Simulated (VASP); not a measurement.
Level of theory: PBE GGA, VASP's PBE PAW potentials (set 64) (plane waves; VASP).

Input for VASP

**POSCAR**
```
Sr
1.0
  0.0000000000   3.0400000000   3.0400000000
  3.0400000000   0.0000000000   3.0400000000
  3.0400000000   3.0400000000   0.0000000000
Sr
1
direct
  0.0000000000   0.0000000000   0.0000000000
```

KPOINTS:
```
Automatic mesh
0
Gamma
9 9 9
0 0 0
```

### INCAR
```
! general
SYSTEM =Sr
PREC   =Accurate
ENCUT  =480
LREAL  =.FALSE.
LASPH  =.TRUE.

! electronic loop
EDIFF  =1E-6
NELM   =100
ALGO   =Normal
LMAXMIX=4

! smearing
ISMEAR =1
SIGMA  =0.1

! functional
GGA    =PE

! ions
IBRION =2
NSW    =60
ISIF   =3
EDIFFG =-0.01

! output
LWAVE  =.FALSE.
LCHARG =.FALSE.
```

POTCAR, in this order: Sr_sv (PBE.64 set). Program: vasp_std.

The resulting files:

OSZICAR:
```
       N       E                     dE             d eps       ncg     rms          rms(c)
DAV:   1     0.385692896927E+02    0.38569E+02   -0.46569E+03   630   0.895E+02
DAV:   2     0.555825159914E-01   -0.38514E+02   -0.38149E+02   724   0.163E+02
DAV:   3    -0.154675109056E+01   -0.16023E+01   -0.15913E+01   847   0.278E+01
DAV:   4    -0.162820345416E+01   -0.81452E-01   -0.81331E-01  1027   0.553E+00
DAV:   5    -0.163060456939E+01   -0.24011E-02   -0.24009E-02   893   0.562E-01    0.109E+01
DAV:   6    -0.163194105633E+01   -0.13365E-02   -0.66501E-03   819   0.112E+00    0.612E+00
DAV:   7    -0.163282365728E+01   -0.88260E-03   -0.11408E-02   694   0.146E+00    0.294E-01
DAV:   8    -0.163282123174E+01    0.24255E-05   -0.18799E-03   971   0.270E-01    0.128E-01
DAV:   9    -0.163283866591E+01   -0.17434E-04   -0.23870E-05   838   0.580E-02    0.355E-02
DAV:  10    -0.163285475080E+01   -0.16085E-04   -0.11347E-05   789   0.345E-02    0.442E-02
DAV:  11    -0.163285391499E+01    0.83581E-06   -0.69035E-07   439   0.906E-03
   1 F= -.16328539E+01 E0= -.16329909E+01  d E =-.163285E+01
       N       E                     dE             d eps       ncg     rms          rms(c)
DAV:   1    -0.165570990314E+01   -0.22855E-01   -0.54010E-01   764   0.607E+00    0.107E+00
DAV:   2    -0.163851953462E+01    0.17190E-01   -0.40579E-02   679   0.196E+00    0.435E-01
DAV:   3    -0.163312385594E+01    0.53957E-02   -0.31482E-02   936   0.111E+00    0.355E-01
DAV:   4    -0.163387862915E+01   -0.75477E-03   -0.74870E-04   744   0.245E-01    0.168E-01
DAV:   5    -0.163436428483E+01   -0.48566E-03   -0.19149E-03   857   0.263E-01    0.252E-02
DAV:   6    -0.163436407168E+01    0.21315E-06   -0.19794E-05   760   0.369E-02    0.156E-02
DAV:   7    -0.163436568883E+01   -0.16172E-05   -0.26260E-06   608   0.217E-02    0.368E-03
DAV:   8    -0.163436513243E+01    0.55640E-06   -0.50540E-07   347   0.575E-03
   2 F= -.16343651E+01 E0= -.16346617E+01  d E =-.151122E-02
       N       E                     dE             d eps       ncg     rms          rms(c)
DAV:   1    -0.164976772221E+01   -0.15402E-01   -0.38148E-01   762   0.510E+00    0.905E-01
DAV:   2    -0.163760323760E+01    0.12164E-01   -0.28851E-02   679   0.165E+00    0.368E-01
DAV:   3    -0.163377201842E+01    0.38312E-02   -0.21961E-02   929   0.925E-01    0.304E-01
DAV:   4    -0.163431758493E+01   -0.54557E-03   -0.51064E-04   739   0.201E-01    0.145E-01
DAV:   5    -0.163465842826E+01   -0.34084E-03   -0.14058E-03   852   0.224E-01    0.227E-02
DAV:   6    -0.163465754350E+01    0.88476E-06   -0.13310E-05   749   0.297E-02    0.137E-02
DAV:   7    -0.163465910524E+01   -0.15617E-05   -0.19733E-06   467   0.192E-02    0.313E-03
DAV:   8    -0.163465860950E+01    0.49574E-06   -0.43049E-07   341   0.503E-03
   3 F= -.16346586E+01 E0= -.16350681E+01  d E =-.180469E-02
       N       E                     dE             d eps       ncg     rms          rms(c)
DAV:   1    -0.163512590113E+01   -0.46680E-03   -0.11731E-02   738   0.901E-01    0.172E-01
DAV:   2    -0.163477678575E+01    0.34912E-03   -0.96906E-04   688   0.306E-01    0.670E-02
DAV:   3    -0.163465531145E+01    0.12147E-03   -0.53411E-04   931   0.146E-01    0.524E-02
DAV:   4    -0.163466799167E+01   -0.12680E-04   -0.16354E-05  1054   0.296E-02    0.300E-02
DAV:   5    -0.163467271026E+01   -0.47186E-05   -0.49278E-05   932   0.419E-02    0.747E-03
DAV:   6    -0.163467324819E+01   -0.53794E-06   -0.35097E-07   393   0.435E-03
   4 F= -.16346732E+01 E0= -.16350645E+01  d E =-.181933E-02
```

File OUTCAR:
```
------------------------ aborting loop because EDIFF is reached ----------------------------------------
  FORCE on cell =-STRESS in cart. coord.  units (eV):
  Direction    XX          YY          ZZ          XY          YZ          ZX
  --------------------------------------------------------------------------------------
  Total       -0.0016817     -0.0016817     -0.0016817      0.0000000      0.0000000      0.0000000
  in kB       -0.0494161     -0.0494161     -0.0494161      0.0000000      0.0000000      0.0000000
  external PRESSURE =      -0.0494161 kB  Pullay stress =       0.0000000 kB
  volume of cell :       54.52
      direct lattice vectors                 reciprocal lattice vectors
     0.000000000  3.009690299  3.009690299    -0.166130050  0.166130050  0.166130050
     3.009690299  0.000000000  3.009690299     0.166130050 -0.166130050  0.166130050
     3.009690299  3.009690299 -0.000000000     0.166130050  0.166130050 -0.166130050
 POSITION                                       TOTAL-FORCE (eV/Angst)
 -----------------------------------------------------------------------------------
      0.00000      0.00000      0.00000        -0.000000     -0.000000     -0.000000
 -----------------------------------------------------------------------------------
    total drift:                                0.000000      0.000000      0.000000
  FREE ENERGIE OF THE ION-ELECTRON SYSTEM (eV)
  ---------------------------------------------------
  free  energy   TOTEN  =        -1.6346732482 eV

  energy  without entropy=       -1.6358469169  energy(sigma->0) =       -1.63506447

 reached required accuracy - stopping structural energy minimisation
```
(Selected blocks of OUTCAR.)

File CONTCAR:
```
Sr
   1.00000000000000
     0.0000000000000000    3.0096902993035508    3.0096902993035508
     3.0096902993035508    0.0000000000000000    3.0096902993035508
     3.0096902993035508    3.0096902993035508   -0.0000000000000000
  Sr
     1
Direct
     0.0000000000000000    0.0000000000000000    0.0000000000000000
```

Energy and stress use the plane-wave basis of the starting cell.

The compound is Sr in the fcc structure. This run relaxes it. Symmetry was kept, so distortions that lower it aren't found.
